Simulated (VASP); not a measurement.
# MnCuAs: structure and properties in VASP, part 9 of 9

Wanted: the relaxed cell of MnCuAs and its properties. The start is a computed cell from the Materials Project.

VASP 6.6.1, plane waves and PAW; the level of theory is named at each step.

Still holding for the runs below: The magnetic order is the lowest of the few collinear ones that converged above; longer or canted patterns were not tried. The k-mesh is coarse for a metal.

So far. Step 12 (Total and projected DOS (PBE)): The finer mesh and the other smearing move the Fermi level by -0.10 eV from the 5×5×3 run, one measure of the sampling error in the zero of the bands above. Of the states within 0.3 eV of the Fermi level, the largest shares in the PAW spheres are Mn d 56 %, Cu d 9 % and As p 7 %. The rest lies in smaller channels or between the spheres. The relaxed cell has a = 3.670, c = 6.412 Å (conventional setting).

## (14) Field gradients at the nuclei (PBE)

Level of this step: PBE, spin-polarised from an antiferromagnetic start; plane waves and PAW (Mn_pv, Cu, As) (VASP).

Field gradients probe how far the charge around each nucleus departs from cubic symmetry; LASPH keeps the non-spherical terms inside the spheres.

Input file INCAR:

```
SYSTEM = MnCuAs
PREC = Accurate
ENCUT = 400
EDIFF = 1E-07
NELM = 100
ISMEAR = 1
SIGMA = 0.2
LREAL = .FALSE.
ALGO = Normal
GGA = PE
NBANDS = 38
ISPIN = 2
MAGMOM = 3.375 -3.375 0 0 0.01 -0.01
LASPH = .TRUE.
LMAXMIX = 4
LORBIT = 11
LWAVE = .FALSE.
LCHARG = .FALSE.
KPAR = 8
LEFG = .TRUE.
```

Input file POSCAR:

```
MnCuAs
1.0
    3.6699914250      0.0000000000      0.0000000000
    0.0000000000      3.6699914250      0.0000000000
    0.0000000000      0.0000000000      6.4115558366
Mn Cu As
2 2 2
Direct
    0.0000000000      0.5000000000      0.1504297854
    0.5000000000      0.0000000000      0.8495702146
    0.0000000000      0.0000000000      0.5000000000
    0.5000000000      0.5000000000      0.5000000000
    0.0000000000      0.5000000000      0.7737907968
    0.5000000000      0.0000000000      0.2262092032
```

Input file KPOINTS:

```
Automatic mesh
0
Gamma
5 5 3
0 0 0
```

Potentials, in the order of the species: Mn_pv, Cu and As (PBE family, release 64).

Launch:

```console
$ mpirun -np 8 vasp_std
```

What it wrote:

```text
[... set-up lines as in an earlier step ...]
 entering main loop
       N       E                     dE             d eps       ncg     rms          rms(c)
DAV:   1     0.510190516269E+03    0.51019E+03   -0.25588E+04  2064   0.170E+03
DAV:   2     0.778721693152E+01   -0.50240E+03   -0.48583E+03  1830   0.437E+02
DAV:   3    -0.370184475211E+02   -0.44806E+02   -0.41894E+02  2178   0.149E+02
DAV:   4    -0.392274698559E+02   -0.22090E+01   -0.21870E+01  2564   0.337E+01
DAV:   5    -0.392837463022E+02   -0.56276E-01   -0.56254E-01  2258   0.555E+00    0.185E+01
DAV:   6    -0.374287923331E+02    0.18550E+01   -0.55765E+01  2500   0.122E+02    0.140E+01
DAV:   7    -0.352278366404E+02    0.22010E+01   -0.11471E+01  2312   0.582E+01    0.491E+00
DAV:   8    -0.353152164057E+02   -0.87380E-01   -0.15010E+00  2896   0.201E+01    0.408E+00
DAV:   9    -0.352782643078E+02    0.36952E-01   -0.51243E-01  2784   0.150E+01    0.178E+00
DAV:  10    -0.352519981880E+02    0.26266E-01   -0.85595E-02  2716   0.526E+00    0.643E-01
DAV:  11    -0.352522780479E+02   -0.27986E-03   -0.18823E-02  2796   0.244E+00    0.197E-01
DAV:  12    -0.352526042386E+02   -0.32619E-03   -0.27656E-03  2676   0.399E-01    0.822E-02
DAV:  13    -0.352526299462E+02   -0.25708E-04   -0.19026E-04  2808   0.184E-01    0.509E-02
DAV:  14    -0.352526282023E+02    0.17439E-05   -0.32918E-05  3068   0.116E-01    0.139E-02
DAV:  15    -0.352526287115E+02   -0.50919E-06   -0.53551E-06  2544   0.215E-02    0.827E-03
DAV:  16    -0.352526285018E+02    0.20971E-06   -0.15841E-06  2816   0.247E-02    0.278E-03
DAV:  17    -0.352526283190E+02    0.18285E-06   -0.26663E-07  1576   0.755E-03    0.623E-04
DAV:  18    -0.352526283729E+02   -0.53948E-07   -0.13628E-07  1146   0.456E-03
ion   1
     0.0000000    -0.0000000    -0.0000000     1.0222491     0.0000000    -0.0000000
     0.0000442    -0.0000000    -0.0000000     1.0222491     0.0000000    -0.0000000
     0.0000608    -0.0000000    -0.0000000     1.0222491     0.0000000    -0.0000000
     0.0000838    -0.0000000    -0.0000000     1.0222491     0.0000000    -0.0000000
     0.0001154    -0.0000000    -0.0000000     1.0222491     0.0000000    -0.0000000

     0.0000000    -0.0000000    -0.0000000    13.4217122     0.0000000    -0.0000000
     0.0000442    -0.0000000    -0.0000000    13.4215796     0.0000000    -0.0000000
     0.0000608    -0.0000000    -0.0000000    13.4215054     0.0000000    -0.0000000
     0.0000838    -0.0000000    -0.0000000    13.4213856     0.0000000    -0.0000000
     0.0001154    -0.0000000    -0.0000000    13.4211932     0.0000000    -0.0000000

ion   2
     0.0000000    -0.0000000    -0.0000000     1.0222491     0.0000000     0.0000000
     0.0000442    -0.0000000    -0.0000000     1.0222491     0.0000000     0.0000000
     0.0000608    -0.0000000    -0.0000000     1.0222491     0.0000000     0.0000000
     0.0000838    -0.0000000    -0.0000000     1.0222491     0.0000000     0.0000000
     0.0001154    -0.0000000    -0.0000000     1.0222491     0.0000000     0.0000000

     0.0000000    -0.0000000    -0.0000000    13.4217122     0.0000000     0.0000000
     0.0000442    -0.0000000    -0.0000000    13.4215796     0.0000000     0.0000000
     0.0000608    -0.0000000    -0.0000000    13.4215054     0.0000000     0.0000000
     0.0000838    -0.0000000    -0.0000000    13.4213856     0.0000000     0.0000000
     0.0001154    -0.0000000    -0.0000000    13.4211932     0.0000000     0.0000000

ion   3
     0.0000000    -0.0000000    -0.0000000    -0.8472764    -0.0000000    -0.0000000
     0.0000464    -0.0000000    -0.0000000    -0.8472764    -0.0000000    -0.0000000
     0.0000639    -0.0000000    -0.0000000    -0.8472764    -0.0000000    -0.0000000
     0.0000880    -0.0000000    -0.0000000    -0.8472764    -0.0000000    -0.0000000
     0.0001211    -0.0000000    -0.0000000    -0.8472764    -0.0000000    -0.0000000

     0.0000000    -0.0000000     0.0000000     0.5740173    -0.0000000    -0.0000000
     0.0000464    -0.0000000     0.0000000     0.5738431    -0.0000000    -0.0000000
     0.0000639    -0.0000000     0.0000000     0.5737340    -0.0000000    -0.0000000
     0.0000880    -0.0000000     0.0000000     0.5735501    -0.0000000    -0.0000000
     0.0001211    -0.0000000     0.0000000     0.5732421    -0.0000000    -0.0000000

ion   4
     0.0000000    -0.0000000    -0.0000000    -0.8472764    -0.0000000     0.0000000
     0.0000464    -0.0000000    -0.0000000    -0.8472764    -0.0000000     0.0000000
     0.0000639    -0.0000000    -0.0000000    -0.8472764    -0.0000000     0.0000000
     0.0000880    -0.0000000    -0.0000000    -0.8472764    -0.0000000     0.0000000
     0.0001211    -0.0000000    -0.0000000    -0.8472764    -0.0000000     0.0000000

     0.0000000    -0.0000000     0.0000000     0.5740173    -0.0000000     0.0000000
     0.0000464    -0.0000000     0.0000000     0.5738431    -0.0000000     0.0000000
     0.0000639    -0.0000000     0.0000000     0.5737340    -0.0000000     0.0000000
     0.0000880    -0.0000000     0.0000000     0.5735501    -0.0000000     0.0000000
     0.0001211    -0.0000000     0.0000000     0.5732421    -0.0000000     0.0000000

ion   5
     0.0000000    -0.0000000     0.0000000    -0.0051578     0.0000000     0.0000000
     0.0000490    -0.0000000     0.0000000    -0.0051577     0.0000000     0.0000000
     0.0000675    -0.0000000     0.0000000    -0.0051577     0.0000000     0.0000000
     0.0000929    -0.0000000     0.0000000    -0.0051577     0.0000000     0.0000000
     0.0001280    -0.0000000     0.0000000    -0.0051577     0.0000000     0.0000000

     0.0000000    -0.0000000     0.0000000   -10.9204215     0.0000000     0.0000000
     0.0000490    -0.0000000     0.0000000   -10.9200206     0.0000000     0.0000000
     0.0000675    -0.0000000     0.0000000   -10.9198027     0.0000000     0.0000000
     0.0000929    -0.0000000     0.0000000   -10.9194538     0.0000000     0.0000000
     0.0001280    -0.0000000     0.0000000   -10.9188983     0.0000000     0.0000000

ion   6
     0.0000000    -0.0000000     0.0000000    -0.0051578     0.0000000     0.0000000
     0.0000490    -0.0000000     0.0000000    -0.0051577     0.0000000     0.0000000
     0.0000675    -0.0000000     0.0000000    -0.0051577     0.0000000     0.0000000
     0.0000929    -0.0000000     0.0000000    -0.0051577     0.0000000     0.0000000
     0.0001280    -0.0000000     0.0000000    -0.0051577     0.0000000     0.0000000

     0.0000000    -0.0000000     0.0000000   -10.9204215     0.0000000     0.0000000
     0.0000490    -0.0000000     0.0000000   -10.9200206     0.0000000     0.0000000
     0.0000675    -0.0000000     0.0000000   -10.9198027     0.0000000     0.0000000
     0.0000929    -0.0000000     0.0000000   -10.9194538     0.0000000     0.0000000
     0.0001280    -0.0000000     0.0000000   -10.9188983     0.0000000     0.0000000

   1 F= -.35252628E+02 E0= -.35253984E+02  d E =0.406745E-02  mag=    -0.0000
```

Run time: 25 s. Hardware: 8 MPI ranks of Intel Xeon Platinum 8488C (Sapphire Rapids), shared host; peak memory 1.7 GiB.

Parts of OUTCAR (step 14):

```text
   NELECT =      58.0000    total number of electrons

 E-fermi :   8.2978

 spin component 1
 k-point     1 :       0.0000    0.0000    0.0000
  band No.  band energies     occupation
    ...
     26       6.0381      1.00000
     27       6.9264      1.00000
     28       7.5950      1.00000
     29       7.8842      1.00637
     30       7.8842      1.00637
     31       8.5268     -0.03437
     32       9.1476     -0.00000
     33       9.8009     -0.00000
     34       9.8009     -0.00000
     35      10.6951     -0.00000
    ...

 k-point     2 :       0.2000    0.0000    0.0000
  band No.  band energies     occupation
    ...
     26       6.2974      1.00000
     27       6.4959      1.00000
     28       7.3447      1.00000
     29       8.1464      0.97820
     30       8.2600      0.65701
     31       8.7346     -0.00422
     32       8.8158     -0.00077
     33       9.8265     -0.00000
     34      10.3138     -0.00000
     35      11.0467     -0.00000
    ...

  Total       -0.0274359     -0.0274359      0.0159101      0.0000000      0.0000000     -0.0000000
  in kB       -0.5090224     -0.5090224      0.2951827      0.0000000      0.0000000     -0.0000000
  external PRESSURE =      -0.2409540 kB  Pullay stress =       0.0000000 kB

 POSITION                                       TOTAL-FORCE (eV/Angst)
 -----------------------------------------------------------------------------------
      0.00000      1.83500      0.96449         0.000000      0.000000     -0.001223
      1.83500      0.00000      5.44707        -0.000000      0.000000      0.001223
      0.00000      0.00000      3.20578         0.000000     -0.000000      0.000000
      1.83500      1.83500      3.20578         0.000000      0.000000      0.000000
      0.00000      1.83500      4.96120         0.000000     -0.000000      0.006745
      1.83500      0.00000      1.45035        -0.000000      0.000000     -0.006745
 -----------------------------------------------------------------------------------
    total drift:                                0.000000      0.000000      0.000000

  FREE ENERGIE OF THE ION-ELECTRON SYSTEM (eV)
  ---------------------------------------------------
  free  energy   TOTEN  =       -35.2526283729 eV

  energy  without entropy=      -35.2566958269  energy(sigma->0) =      -35.25398419

 Electric field gradients after diagonalization (V/A^2)
 (convention: |V_zz| > |V_xx| > |V_yy|)
----------------------------------------------------------------------
 ion       V_xx      V_yy      V_zz     asymmetry (V_yy - V_xx)/ V_zz
----------------------------------------------------------------------
   1       8.258     8.258   -16.515       0.000
   2       8.258     8.258   -16.515       0.000
   3       0.334     0.334    -0.668       0.000
   4       0.334     0.334    -0.668       0.000
   5      -7.096    -7.096    14.192       0.000
   6      -7.096    -7.096    14.192       0.000
----------------------------------------------------------------------

[... 11 parts as in an earlier step ...]

[... 7 further parts left out ...]
```

Numbers from this step:

| Item | Value |
| --- | --- |
| electronic steps | 18 |
| irreducible k points | 12 |
| free energy (TOTEN) | -35.25 eV |
| Fermi energy | 8.298 eV |
| pressure | -0.02410 GPa |

Electric field gradients, by row:

| atom | Vxx (V/Å²) | Vyy (V/Å²) | Vzz (V/Å²) | asymmetry |
| --- | --- | --- | --- | --- |
| Mn1 | 8.258 | 8.258 | -16.52 | 0 |
| Mn2 | 8.258 | 8.258 | -16.52 | 0 |
| Cu3 | 0.334 | 0.334 | -0.668 | 0 |
| Cu4 | 0.334 | 0.334 | -0.668 | 0 |
| As5 | -7.096 | -7.096 | 14.19 | 0 |
| As6 | -7.096 | -7.096 | 14.19 | 0 |

The largest gradient, -16.52 V/Å², sits on Mn1 and like sites; times the quadrupole moment of a nucleus that has one, it gives the coupling that NMR and NQR see.

## (15) Total energy, forces and stress (PBE), changed input

A single point gives energy, forces and stress at these settings. Some settings are moved from the usual, to see what they do.

INCAR, as its differences from that of step 14:

```diff
@@ -3,3 +3,3 @@
 ENCUT = 400
-EDIFF = 1E-07
+EDIFF = 1E-06
 NELM = 100
@@ -19,2 +19,3 @@
 KPAR = 8
-LEFG = .TRUE.
+ISIF = 2
+ADDGRID = .TRUE.
```

POSCAR is that of step 14.

KPOINTS is that of step 14.

Launch:

```console
$ mpirun -np 8 vasp_std
```

What it wrote:

```text
[... set-up lines as in an earlier step ...]
 entering main loop
       N       E                     dE             d eps       ncg     rms          rms(c)
DAV:   1     0.510190713002E+03    0.51019E+03   -0.25588E+04  2064   0.170E+03
DAV:   2     0.778738684682E+01   -0.50240E+03   -0.48583E+03  1830   0.437E+02
DAV:   3    -0.370182683036E+02   -0.44806E+02   -0.41894E+02  2178   0.149E+02
DAV:   4    -0.392272917930E+02   -0.22090E+01   -0.21870E+01  2564   0.337E+01
DAV:   5    -0.392835682655E+02   -0.56276E-01   -0.56254E-01  2258   0.555E+00    0.185E+01
DAV:   6    -0.374285684593E+02    0.18550E+01   -0.55766E+01  2500   0.122E+02    0.140E+01
DAV:   7    -0.352276011113E+02    0.22010E+01   -0.11471E+01  2312   0.582E+01    0.491E+00
DAV:   8    -0.353149813987E+02   -0.87380E-01   -0.15010E+00  2896   0.201E+01    0.408E+00
DAV:   9    -0.352780294221E+02    0.36952E-01   -0.51241E-01  2784   0.150E+01    0.178E+00
DAV:  10    -0.352517632906E+02    0.26266E-01   -0.85598E-02  2716   0.526E+00    0.643E-01
DAV:  11    -0.352520430400E+02   -0.27975E-03   -0.18823E-02  2796   0.244E+00    0.197E-01
DAV:  12    -0.352523692362E+02   -0.32620E-03   -0.27657E-03  2676   0.399E-01    0.822E-02
DAV:  13    -0.352523949434E+02   -0.25707E-04   -0.19026E-04  2808   0.184E-01    0.509E-02
DAV:  14    -0.352523931990E+02    0.17444E-05   -0.32918E-05  3068   0.116E-01    0.139E-02
DAV:  15    -0.352523937012E+02   -0.50217E-06   -0.52803E-06  2052   0.215E-02
   1 F= -.35252394E+02 E0= -.35253747E+02  d E =0.406135E-02  mag=     0.0000
```

The job ended after 39 s (8 MPI ranks; peak memory 2 GiB).

Parts of OUTCAR (step 15):

```text
   NELECT =      58.0000    total number of electrons

 E-fermi :   8.2975

 spin component 1
 k-point     1 :       0.0000    0.0000    0.0000
  band No.  band energies     occupation
    ...
     26       6.0379      1.00000
     27       6.9264      1.00000
     28       7.5947      1.00000
     29       7.8838      1.00637
     30       7.8838      1.00637
     31       8.5264     -0.03436
     32       9.1475     -0.00000
     33       9.8006     -0.00000
     34       9.8006     -0.00000
     35      10.6948     -0.00000
    ...

 k-point     2 :       0.2000    0.0000    0.0000
  band No.  band energies     occupation
    ...
     26       6.2972      1.00000
     27       6.4956      1.00000
     28       7.3445      1.00000
     29       8.1461      0.97815
     30       8.2598      0.65647
     31       8.7342     -0.00422
     32       8.8155     -0.00077
     33       9.8261     -0.00000
     34      10.3134     -0.00000
     35      11.0465     -0.00000
    ...

  Total        0.0117592      0.0117592      0.0600839      0.0000000     -0.0000000      0.0000000
  in kB        0.2181696      0.2181696      1.1147446      0.0000000     -0.0000000      0.0000000
  external PRESSURE =       0.5170280 kB  Pullay stress =       0.0000000 kB

 POSITION                                       TOTAL-FORCE (eV/Angst)
 -----------------------------------------------------------------------------------
      0.00000      1.83500      0.96449        -0.000000     -0.000000      0.000164
      1.83500      0.00000      5.44707         0.000000     -0.000000     -0.000164
      0.00000      0.00000      3.20578         0.000000      0.000000      0.000000
      1.83500      1.83500      3.20578        -0.000000     -0.000000      0.000000
      0.00000      1.83500      4.96120         0.000000      0.000000      0.007021
      1.83500      0.00000      1.45035         0.000000      0.000000     -0.007021
 -----------------------------------------------------------------------------------
    total drift:                                0.000000      0.000000      0.000000

  FREE ENERGIE OF THE ION-ELECTRON SYSTEM (eV)
  ---------------------------------------------------
  free  energy   TOTEN  =       -35.2523937012 eV

  energy  without entropy=      -35.2564550468  energy(sigma->0) =      -35.25374748

[... 12 parts as in an earlier step ...]

[... 6 further parts left out ...]
```

This step gave:

| Quantity | Value |
| --- | --- |
| electronic steps | 15 |
| Fermi energy | 8.297 eV |
| pressure | 0.05170 GPa |

The pressure is 0.05 GPa and the largest force 0.007 eV/Å.

## (16) What came out

```yaml
relaxed_volume: 14.39 Å³/atom
relaxed_conventional_cell_a_b_c: 3.670, 3.670, 6.412 Å
space_group_after_relaxing_within_0p02_a: P4/nmm (No. 129)
moment_of_the_cell_8x8x5_mesh: 0 μB
largest_site_moment_8x8x5_mesh: 3.39 μB on Mn1
band_gap: none, a metal
dos_at_the_fermi_level: 1.11 states/eV/cell
highest_zone_centre_mode: 253 cm⁻¹
largest_field_gradient_vzz: -16.52 V/Å² on Mn1
```

In words: With PBE, MnCuAs relaxes to 14.39 Å³/atom in space group P4/nmm, comes out as a metal and keeps moments of up to 3.39 μB (8×8×5 mesh). Of 5 collinear starts at PBE, the lowest ends antiferromagnetic; experiment finds antiferromagnetic order below 507 K (arxiv:2001.01947), whose pattern may be longer, canted or incommensurate, which these cells can't show. Bands along the symmetry lines (PBE): Of the bands kept, 2 cross the Fermi level on this path. Vibrations at Γ (PBE): The highest mode in this list at Γ, 253.3 cm⁻¹, has its largest share on As (52 % of the kinetic energy). Spin-orbit coupling is left out; it would split some degenerate bands. The k-sampling is coarse for a metal, so the Fermi level, moments, pressures and the shape of the cell carry errors. Only a few collinear orders were tried, on the cell as listed. Modes at Γ alone can't show that the crystal is stable at other wave vectors. No search among competing phases was made, and a listed structure need not be the one stable at ambient conditions. All values are for a static lattice at zero temperature.

[Lines on the potential files, build, host, timing and source positions are cut from VASP's logs without a mark.]

[Logs are printed without paths, hosts, clocks, repeated set-up lines and the standing remarks that a program may print on its own settings, such as how far it seeks lower states.]

[Hosts, paths, dates, database ids (printed as entryN), source tags and the programs' standing remarks are cut or masked in the printed files.]

[A measured line is paired with the nearest computed mode of its activity, which favours agreement.]
